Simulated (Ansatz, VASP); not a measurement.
## As (arsenene 3 layers, AA') in two plane-wave programs

Wanted: the spread between two codes on one cell, functional and k mesh. The cell is taken from a series of runs on this material, whose earlier steps may have relaxed, scaled, displaced or heated it; both programs get it as it stands.

Calculated with Ansatz 0.2.0; plane waves, with VASP 6.6.1 beside it; single point at PBE with D3(BJ).

## 1. The structure

The cell holds 6 atoms: 6 As. Its edges and angles: a = 3.569 Å, b = 3.569 Å, c = 29.854 Å, α = 90.0°, β = 90.0°, γ = 120.0°. Vacuum lies along c.

## 2. Ansatz: single point, PBE with D3(BJ)

Ansatz runs on its default PAW (the set named soft_2) files.

A single point gives forces, pressure and levels at one fixed geometry, so differences don't come from the geometry; what else differs is listed under the comparison.

Input file input.yaml:

```yaml
crystal:
  lattice:
    - [3.5691369566, 0.0, 0.0]
    - [-1.7845684783, 3.090963274, 0.0]
    - [0.0, 0.0, 29.8539920603]
  atoms:
    - { symbol: As, position: [0.6666666667, 0.3333333333, 0.3014672203] }
    - { symbol: As, position: [0.3333333333, 0.6666666667, 0.3483178563] }
    - { symbol: As, position: [0.3333333333, 0.6666666667, 0.4765757469] }
    - { symbol: As, position: [0.6666666667, 0.3333333333, 0.5234242531] }
    - { symbol: As, position: [0.6666666667, 0.3333333333, 0.6516821437] }
    - { symbol: As, position: [0.3333333333, 0.6666666667, 0.6985327797] }
kpoints:
  mp_grid: { grid: [18, 18, 1] }
  band_path:
    path: [[0, 0, 0], [0.5, 0, 0], [0.33333333, 0.33333333, 0], [0, 0, 0]]
    npoints: 16
hamiltonian:
  xc: pbe
  dispersion: d3bj
scf:
  occupations: { method: fermi_dirac, width: 0.02585 }
  convergence: { dr2_threshold: 1.0e-10 }
efield:
  axis: 3
  dipole_correction: true
  ramp_position: 0.97
  ramp_width: 0.06
  amplitude: 0
output:
  dos: { projected: true, e_range: [-6, 5] }
  write_potential: true
  write_density: true
  volumetric_format: npy
  elf: true
```

On the command line:

```console
$ ansatz run input.yaml --threads 4 --pin off --max-ram 8192MiB --backend cpu --events-out ev --progress --plain --runs-dir out
```

Numbers of over 12 decimals in the logs are rounded to 6 here.

The log of the run:

```text
Engine: ansatz 0.2.0, x86_64-unknown-linux-gnu
Pseudopotentials: kind: paw
Pseudopotential: As, paw, valence charge 15, recommended cutoff 420 eV (normal), As.paw.azcp
Functional definition: PBE
  parameter kappa = 0.804
  parameter beta = 0.066725
  exchange = pbe_x(kappa = kappa, mu = beta*pi^2/3)
  correlation = pbe_c(beta = beta)
Crystal: 6 atoms, lattice volume = 329.351 Å³
Basis set: ecut = 420 eV, 6321 PW (Γ)
Bands: 54, of which v1, the nominal top of the filled ones, is band 45 counted from 1 (44 counted from 0)
Symmetry: 6 space group operations
k-points: 37 of 324 (time reversal used)
Non-local potential: As, projectors of the file, l = 0: 2, l = 1: 2, l = 2: 3, l = 3: 1
PAW form: soft (Blöchl's): semilocal exchange-correlation on the pseudo side does not see the compensation charge
PAW one-centre angular grid: As, 590 points (default); XC on 64 Gauss nodes
Initial density: superposition of atomic densities (neutral atoms: chi_scale 0, normalization atom), corrected by the library's trained network
Initial wavefunctions: pseudopotential atomic-orbital guess
Functional: x = pbe(κ = 0.804, μ = 0.219515), c = pbe(β = 0.066725)
SCF iter   1: F=—  HF=-29138.345768 eV  |F-HF|=—  |Δ(HF+E_count)|=         —  Δρ=1.03e-3  dr2=3.86e-3  ethr=1.77e-3  p=0.000 e·Å  D=7.45e-14 V/Å  ΔV_dip=-0.00 eV  dr2_dipole=1.45e-8  V_vac-E_F(+/−)=4.55/4.55 eV  ⟨swp⟩=7.5  Hψ=7802  notcnv=0  defer=7
efield: sawtooth ramp at fractional position 0.9700 (set: `efield.ramp_position`, or a place that a band, a saddle search or an elastic batch's reference lends), width 0.0600; the density the first Hamiltonian is built on has a dipole p = 0.000 e·Å; the dipole correction subtracts the counter field D = 7.45e-14 V/Å, which shifts the + side's vacuum level by -0.00 eV against the − side's; the planar-averaged density in the ramp window peaks in size at 6.3e-6 e/Å³
preconditioner: auto → Resta (q_TF=auto, 2.198 Å⁻¹)  ε∞=2.6  [insulator: Δε(μ)=0.989 eV  Ē_g=8.826 eV  σ=0.026 eV  W_gap=1.00  n_scr=62 (ndim 8)  ℏωp=11.2 eV  f_vac=0.523  D(μ)=0.00/eV (n_scr^D=0)  ε∞_Penn≈2.6  vacuum switching on, ρ_ref=5.6e-3 e/Å³]
SCF iter   2: F=—  HF=-29138.345813 eV  |F-HF|=—  |Δ(HF+E_count)|=   4.51e-5  Δρ=5.71e-4  dr2=1.20e-3  ethr=4.29e-6  p=-0.000 e·Å  D=-2.45e-5 V/Å  ΔV_dip=0.00 eV  dr2_dipole=5.89e-8  V_vac-E_F(+/−)=4.55/4.55 eV  ⟨swp⟩=2.1  Hψ=3092  notcnv=0  defer=107
SCF iter   3: F=—  HF=-29138.346480 eV  |F-HF|=—  |Δ(HF+E_count)|=   6.67e-4  Δρ=1.42e-4  dr2=2.68e-4  ethr=1.33e-6  p=0.000 e·Å  D=1.36e-4 V/Å  ΔV_dip=-0.00 eV  dr2_dipole=1.79e-6  V_vac-E_F(+/−)=4.57/4.58 eV  ⟨swp⟩=3.0  Hψ=3811  notcnv=0  defer=107
SCF iter   4: F=—  HF=-29138.346431 eV  |F-HF|=—  |Δ(HF+E_count)|=   4.93e-5  Δρ=8.13e-5  dr2=9.20e-5  ethr=2.97e-7  p=-0.000 e·Å  D=-7.74e-5 V/Å  ΔV_dip=0.00 eV  dr2_dipole=5.90e-7  V_vac-E_F(+/−)=4.57/4.56 eV  ⟨swp⟩=2.0  Hψ=3553  notcnv=0  defer=107
SCF iter   5: F=—  HF=-29138.346426 eV  |F-HF|=—  |Δ(HF+E_count)|=   4.76e-6  Δρ=3.35e-5  dr2=7.10e-6  ethr=1.02e-7  p=0.000 e·Å  D=2.20e-5 V/Å  ΔV_dip=-0.00 eV  dr2_dipole=4.79e-8  V_vac-E_F(+/−)=4.57/4.57 eV  ⟨swp⟩=2.0  Hψ=2155  notcnv=0  defer=107
SCF iter   6: F=—  HF=-29138.346405 eV  |F-HF|=—  |Δ(HF+E_count)|=   2.13e-5  Δρ=1.17e-5  dr2=8.43e-7  ethr=7.89e-9  p=-0.000 e·Å  D=-1.27e-5 V/Å  ΔV_dip=0.00 eV  dr2_dipole=1.71e-8  V_vac-E_F(+/−)=4.58/4.58 eV  ⟨swp⟩=2.0  Hψ=2318  notcnv=0  defer=107
SCF iter   7: F=—  HF=-29138.346405 eV  |F-HF|=—  |Δ(HF+E_count)|=   5.45e-7  Δρ=5.75e-6  dr2=5.73e-7  ethr=9.36e-10  p=0.000 e·Å  D=4.27e-5 V/Å  ΔV_dip=-0.00 eV  dr2_dipole=1.84e-7  V_vac-E_F(+/−)=4.58/4.58 eV  ⟨swp⟩=2.2  Hψ=2717  notcnv=0  defer=109
SCF iter   8: F=—  HF=-29138.346405 eV  |F-HF|=—  |Δ(HF+E_count)|=   2.75e-8  Δρ=2.86e-6  dr2=1.05e-7  ethr=6.36e-10  p=-0.000 e·Å  D=-1.73e-5 V/Å  ΔV_dip=0.00 eV  dr2_dipole=3.00e-8  V_vac-E_F(+/−)=4.58/4.58 eV  ⟨swp⟩=2.0  Hψ=2200  notcnv=0  defer=109
SCF iter   9: F=—  HF=-29138.346405 eV  |F-HF|=—  |Δ(HF+E_count)|=   1.29e-8  Δρ=9.47e-7  dr2=8.81e-9  ethr=1.16e-10  p=-0.000 e·Å  D=-3.04e-6 V/Å  ΔV_dip=0.00 eV  dr2_dipole=9.03e-10  V_vac-E_F(+/−)=4.58/4.58 eV  ⟨swp⟩=2.0  Hψ=2174  notcnv=0  defer=109
SCF iter  10: F=—  HF=-29138.346405 eV  |F-HF|=—  |Δ(HF+E_count)|=   2.26e-9  Δρ=3.29e-7  dr2=1.16e-9  ethr=9.79e-12  p=-0.000 e·Å  D=-1.63e-6 V/Å  ΔV_dip=0.00 eV  dr2_dipole=2.47e-10  V_vac-E_F(+/−)=4.58/4.58 eV  ⟨swp⟩=2.8  Hψ=3318  notcnv=0  defer=109
SCF iter  11: F=—  HF=-29138.346405 eV  |F-HF|=—  |Δ(HF+E_count)|=  4.07e-10  Δρ=2.03e-7  dr2=6.26e-10  ethr=1.28e-12  p=0.000 e·Å  D=4.93e-7 V/Å  ΔV_dip=-0.00 eV  dr2_dipole=2.03e-11  V_vac-E_F(+/−)=4.58/4.58 eV  ⟨swp⟩=2.0  Hψ=2343  notcnv=0  defer=109
SCF iter  12: F=-29138.346405 eV  HF=-29138.346405 eV  |F-HF|=2.55e-11  |Δ(HF+E_count)|=  6.55e-11  Δρ=7.46e-8  dr2=4.14e-11  ethr=1.00e-12  p=0.000 e·Å  D=1.31e-7 V/Å  ΔV_dip=-0.00 eV  dr2_dipole=1.50e-12  V_vac-E_F(+/−)=4.58/4.58 eV  ⟨swp⟩=6.6  Hψ=5454  notcnv=0
SCF 1 converged in 12 iterations: F = -29138.346405 eV  dr2 = 4.14e-11
  greatest PAW one-centre occupation: 0.999 electrons in one spin orbital (limit 2), on the As atom at site 0 (counted from 0), in its partial waves of l = 2
NSCF: frozen V_eff on 49 k-points
efield: sawtooth ramp at fractional position 0.9700 (kept from the solve that this one continues, or follows in the run), width 0.0600; the density the first Hamiltonian is built on has a dipole p = 0.000 e·Å; the dipole correction subtracts the counter field D = 1.31e-7 V/Å, which shifts the + side's vacuum level by -0.00 eV against the − side's; the planar-averaged density in the ramp window peaks in size at 1.6e-7 e/Å³
WARN: The output density's exchange-correlation potential varies sharply where the density is thin. Do not read a vacuum level from v_tot or v_xc, or from such a field of the output density. On a cell that repeats whose density bears no net charge and no dipole along the vacuum's axis use v_es (v_loc + v_h of the components); under efield.dipole_correction with no amplitude use v_es + v_field, which holds any externa [...]
SCF converged after 12 iterations
Free energy (F): -29138.346405 eV
Harris-Foulkes:  -29138.346405 eV  (|F-HF|=2.55e-11)
Internal energy: -29138.346405 eV  (E = F + TS)
E sigma→0 (E₀):  -29138.346405 eV
Fermi energy:    1.358542 eV
Dipole field:    D = -0.000001 V/Å  (p = -0.000002 e·Å, saw-weighted, corrected)
Work function:   Φ+ = 4.5778 eV   Φ− = 4.5778 eV
Levels:          The Fermi level and band energies are counted from a zero that moves with the ramp; work functions are not
--- Per-component energies (eV) ---
  E_band       = -2210.131206
  E_kinetic    = 613.868885
  E_local      = -94594.504197  (includes V_loc(G=0)·N_el)
  E_nonlocal   = -4024.456752
  E_hartree    = 47434.748522
  E_xc         = -473.965442
  E_vxc        = -473.023075  (∫ρ·V_xc dr)
  E_paw        = -11007.232253  (= ΣΔE_a)
  E_vpaw       = 1398.487173  (= ΣTr[D̂ρ^β])
  E_aug_tail   = 0.000043  (compensation charges beyond the density's cutoff)
  E_efield     = 0.000000  (sawtooth field / dipole correction)
  E_vefield    = 0.000000  (∫n·V_field dr)
  E_ewald      = 32914.809118
  E_disp       = -1.614330  (pairwise vdW)
  E_smearing   = -0.000000  (= −TS)
  E_closure    = 0.000000  (closes the sum)
  Σ components = -29138.346405   (vs F -29138.346405, Δ=0.00e0)
--- Band table (eV; the first three rows and the last of 37) ---
  k-point 0: bands = [... 41 lower, 0.6623, 0.6778, 0.6778, 0.7429, 2.5331, 2.8597, 3.0764, 4.1055, ... 5 higher]
  k-point 1: bands = [... 41 lower, 0.5313, 0.5617, 0.5774, 0.7897, 2.9368, 3.2224, 3.4281, 4.0000, ... 5 higher]
  k-point 2: bands = [... 41 lower, 0.2734, 0.3041, 0.3201, 0.8203, 3.1676, 3.3404, 3.4823, 4.1397, ... 5 higher]
  k-point 36: bands = [... 41 lower, -1.4652, -1.4652, -1.1720, -1.1720, 2.1851, 2.4894, 2.7947, 4.5746, ... 5 higher]
```

The column dr2 measures how far the density is from self-consistency, as an energy; F and HF (Harris–Foulkes) agree once it is small.

## 3. VASP: single point, PBE with D3(BJ)

The same cell, functional, mesh and smearing now go to VASP, with its own data sets.

Lines of VASP's logs that name or quote its potential files are left out, and so is its time.

Input file INCAR:

```
SYSTEM = As
PREC = Accurate
ENCUT = 400
EDIFF = 1E-06
NELM = 120
ISMEAR = -1
SIGMA = 0.02585
LREAL = .FALSE.
ALGO = Normal
GGA = PE
IVDW = 12
NBANDS = 21
LORBIT = 11
LWAVE = .FALSE.
LCHARG = .FALSE.
ISIF = 2
LDIPOL = .TRUE.
IDIPOL = 3
DIPOL = 0.5 0.5 0.5
LVHAR = .TRUE.
LASPH = .TRUE.
GGA_COMPAT = .FALSE.
EFERMI = MIDGAP
NELMDL = -8
KPAR = 2
```

Input file POSCAR:

```
As
1.0
    3.5691369566      0.0000000000      0.0000000000
   -1.7845684783      3.0909632740      0.0000000000
    0.0000000000      0.0000000000     29.8539920603
As
6
Direct
    0.6666666666      0.3333333332      0.3014672203
    0.3333333332      0.6666666666      0.3483178563
    0.3333333332      0.6666666666      0.4765757469
    0.6666666666      0.3333333332      0.5234242531
    0.6666666666      0.3333333332      0.6516821437
    0.3333333332      0.6666666666      0.6985327797
```

Input file KPOINTS:

```
Automatic mesh
0
Gamma
18 18 1
0 0 0
```

The projector-augmented-wave data sets are As (PBE family, release 64).

On the command line:

```console
$ mpirun -np 2 vasp_std
```

The log of the run:

```text
[banner, memory and clock lines left out]
running    2 mpi-ranks, on    1 nodes
 distrk:  each k-point on    1 cores,    2 groups
 distr:  one band on    1 cores,    1 groups

 POSCAR found type information on POSCAR As
 POSCAR found :  1 types and       6 ions
 LDA part: xc-table for (Slater+PW92), standard interpolation
 POSCAR, INCAR and KPOINTS ok, starting setup
 FFT: planning ... GRIDC
 FFT: planning ... GRID_SOFT
 FFT: planning ... GRID
 WAVECAR not read
 entering main loop
       N       E                     dE             d eps       ncg     rms          rms(c)
DAV:   1     0.168697795902E+03    0.16870E+03   -0.87647E+03  1554   0.862E+02
DAV:   2    -0.906871229359E+01   -0.17777E+03   -0.17178E+03  2316   0.167E+02
DAV:   3    -0.275298099386E+02   -0.18461E+02   -0.18199E+02  1862   0.607E+01
DAV:   4    -0.280885674543E+02   -0.55876E+00   -0.55699E+00  2216   0.121E+01
DAV:   5    -0.281008352314E+02   -0.12268E-01   -0.12262E-01  2240   0.157E+00
DAV:   6    -0.281011377225E+02   -0.30249E-03   -0.30246E-03  2248   0.251E-01
DAV:   7    -0.281011518703E+02   -0.14148E-04   -0.14146E-04  2200   0.443E-02
DAV:   8    -0.281011526200E+02   -0.74976E-06   -0.74977E-06  2128   0.871E-03    0.583E+00
DAV:   9    -0.279799073490E+02    0.12125E+00   -0.64795E-02  1795   0.117E+00    0.347E+00
DAV:  10    -0.279166764876E+02    0.63231E-01   -0.13354E-01  1844   0.172E+00    0.206E-01
DAV:  11    -0.279186770791E+02   -0.20006E-02   -0.54051E-03  1924   0.357E-01    0.610E-02
DAV:  12    -0.279188433292E+02   -0.16625E-03   -0.47712E-04  2194   0.115E-01    0.336E-02
DAV:  13    -0.279188879402E+02   -0.44611E-04   -0.10453E-04  1931   0.492E-02    0.110E-02
DAV:  14    -0.279189191797E+02   -0.31239E-04   -0.30936E-05  2051   0.267E-02    0.674E-03
DAV:  15    -0.279190206111E+02   -0.10143E-03   -0.36768E-05  1876   0.285E-02    0.341E-03
DAV:  16    -0.279190578683E+02   -0.37257E-04   -0.63609E-06  2111   0.113E-02    0.226E-03
DAV:  17    -0.279190871425E+02   -0.29274E-04   -0.25988E-06  1672   0.648E-03    0.112E-03
DAV:  18    -0.279190973842E+02   -0.10242E-04   -0.14287E-06  1666   0.426E-03    0.916E-04
DAV:  19    -0.279191025166E+02   -0.51323E-05   -0.16631E-07  1333   0.166E-03    0.368E-04
DAV:  20    -0.279191062267E+02   -0.37101E-05   -0.20206E-07  1391   0.130E-03    0.214E-04
DAV:  21    -0.279191090371E+02   -0.28104E-05   -0.13659E-07  1292   0.942E-04    0.157E-04
DAV:  22    -0.279191102390E+02   -0.12019E-05   -0.20839E-08  1090   0.428E-04    0.954E-05
DAV:  23    -0.279191110318E+02   -0.79283E-06   -0.16219E-08  1078   0.283E-04
   1 F= -.29533216E+02 E0= -.29533216E+02  d E =-.630945E-09
```

Parts of OUTCAR (step 3):

```text
ion  position               nearest neighbor table
   1  0.667  0.333  0.301-   2 2.49   2 2.49   2 2.49
   2  0.333  0.667  0.348-   1 2.49   1 2.49   1 2.49
   3  0.333  0.667  0.477-   4 2.49   4 2.49   4 2.49
   4  0.667  0.333  0.523-   3 2.49   3 2.49   3 2.49
   5  0.667  0.333  0.652-   6 2.49   6 2.49   6 2.49
   6  0.333  0.667  0.699-   5 2.49   5 2.49   5 2.49

  LATTYP: Found a hexagonal cell.
 ALAT       =     3.5691369566
 C/A-ratio  =     8.3644848666

 Subroutine GETGRP returns: Found 12 space group operations
 (whereof 12 operations were pure point group operations)

The static configuration has the point symmetry D_3d.

 Found     37 irreducible k-points:

   k-points           NKPTS =     37   k-points in BZ     NKDIM =     37   number of bands    NBANDS=     21

   dimension x,y,z NGX =    24 NGY =   24 NGZ =  196
   dimension x,y,z NGXF=    48 NGYF=   48 NGZF=  392

   ENCUT  =  400.0 eV  29.40 Ry    5.42 a.u.   5.82  5.82 48.68*2*pi/ulx,y,z

   NELECT =      30.0000    total number of electrons

 k-points in reciprocal lattice and weights: Automatic mesh
   0.00000000  0.00000000  0.00000000       0.003
   0.05555556  0.00000000  0.00000000       0.019
   0.11111111  0.00000000  0.00000000       0.019
   0.16666667  0.00000000  0.00000000       0.019
   0.22222222  0.00000000  0.00000000       0.019
   0.27777778  0.00000000  0.00000000       0.019
   0.33333333 -0.00000000  0.00000000       0.019
   0.38888889 -0.00000000  0.00000000       0.019
   0.44444444  0.00000000  0.00000000       0.019
[...]
0.33333333  0.27777778  0.00000000       0.037
   0.33333333  0.33333333  0.00000000       0.006

 dipolmoment           0.000000      0.000000     -0.000000 electrons x Angstroem

 average (electrostatic) potential at core
       1 -55.7315       2 -55.7345       3 -55.7410       4 -55.7410       5 -55.7345
       6 -55.7315

 E-fermi :  -0.7179

 k-point     1 :       0.0000    0.0000    0.0000
  band No.  band energies     occupation
    ...
     11      -1.4315      2.00000
     12      -1.4315      2.00000
     13      -1.4161      2.00000
     14      -1.4161      2.00000
     15      -1.3249      2.00000
     16       0.4280      0.00000
     17       0.7516      0.00000
     18       0.9635      0.00000
     19       2.0203      0.00000
     20       2.0214      0.00000
    ...

 k-point     2 :       0.0556    0.0000    0.0000
  band No.  band energies     occupation
    ...
     11      -1.8292      2.00000
     12      -1.5625      2.00000
     13      -1.5322      2.00000
     14      -1.5167      2.00000
     15      -1.2783      2.00000
     16       0.8350      0.00000
     17       1.1176      0.00000
     18       1.3189      0.00000
     19       1.9155      0.00000
     20       1.9965      0.00000
    ...

 k-point     3 :       0.1111    0.0000    0.0000
  band No.  band energies     occupation
    ...
     11      -2.0121      2.00000
     12      -1.8208      2.00000
     13      -1.7902      2.00000
     14      -1.7744      2.00000
     15      -1.2461      2.00000
     16       1.0749      0.00000
     17       1.2473      0.00000
     18       1.3874      0.00000
     19       2.0521      0.00000
     20       2.2658      0.00000
    ...

 Edisp (eV)   -1.61410

  Total       0.22959     0.22959     0.37369     0.00000    -0.00000     0.00000
  in kB       1.11685     1.11685     1.81787     0.00000    -0.00000     0.00000
  external pressure =        1.35 kB  Pullay stress =        0.00 kB

  energy-cutoff  :      400.00
  volume of cell :      329.35
      direct lattice vectors                 reciprocal lattice vectors
     3.569136957  0.000000000  0.000000000     0.280179778  0.161761870  0.000000000
    -1.784568478  3.090963274  0.000000000     0.000000000  0.323523740  0.000000000
     0.000000000  0.000000000 29.853992060     0.000000000  0.000000000  0.033496358

 POSITION                                       TOTAL-FORCE (eV/Angst)
 -----------------------------------------------------------------------------------
      1.78457      1.03032      9.00000        -0.000000     -0.000000     -0.093599
     -0.00000      2.06064     10.39868         0.000000      0.000000      0.092560
     -0.00000      2.06064     14.22769        -0.000000      0.000000     -0.092734
      1.78457      1.03032     15.62630         0.000000     -0.000000      0.092734
      1.78457      1.03032     19.45531        -0.000000     -0.000000     -0.092560
     -0.00000      2.06064     20.85399         0.000000      0.000000      0.093599
 -----------------------------------------------------------------------------------
    total drift:                                0.000000      0.000000     -0.000000

  FREE ENERGIE OF THE ION-ELECTRON SYSTEM (eV)
  ---------------------------------------------------
  free  energy   TOTEN  =       -29.5332158924 eV

  energy  without entropy=      -29.5332158917  energy(sigma->0) =      -29.53321589

 vacuum level on the upper side and lower side of the slab         3.867         3.867

 total charge
# of ion       s       p       d       tot
------------------------------------------
    1        1.294   1.381   0.044   2.719
    2        1.297   1.380   0.044   2.721
    3        1.297   1.381   0.044   2.721
    4        1.297   1.381   0.044   2.721
    5        1.297   1.380   0.044   2.721
    6        1.294   1.381   0.044   2.719
--------------------------------------------------
tot          7.777   8.284   0.262  16.323

[... 3 further parts left out ...]
```

## 4. Comparison

Known differences besides the potentials themselves: the data sets hold 90 valence electrons in Ansatz (on its default PAW (the set named soft_2) files) and 30 in VASP; the cutoff is 420 eV in Ansatz and 400 eV in VASP. Total energies have different zeros and are not compared.

Both answers:

| quantity | Ansatz | VASP | difference |
| --- | --- | --- | --- |
| gap on the k mesh (eV) | 0.995 | 0.971 | +0.024 |

A gap on the mesh is an upper bound, since the band edges may lie between its points. With vacuum in the cell, a pressure given here is an average over mostly empty space and none of the material.

## 5. What came out

```yaml
difference_in_gap_on_the_k_mesh_single_point_pbe_with_d3_bj: 0.024 eV
```

In words: The difference in gap on the k mesh is 0.024 eV (single point, PBE with D3(BJ)), within the 0.08 eV picked in this series as the mark of a large difference. The data sets hold unlike numbers of valence electrons (90 in Ansatz and 30 in VASP), so part of the differences comes from the potentials. How closely two codes agree says nothing of how well the functional describes the real material.

[Lines on the potential files, build, host, timing and source positions are cut from VASP's logs without a mark.]

[Logs are printed without paths, hosts, clocks, repeated set-up lines and the standing remarks that a program may print on its own settings, such as how far it seeks lower states.]

[Hosts, paths, dates, database ids (printed as entryN), source tags and the programs' standing remarks are cut or masked in the printed files.]
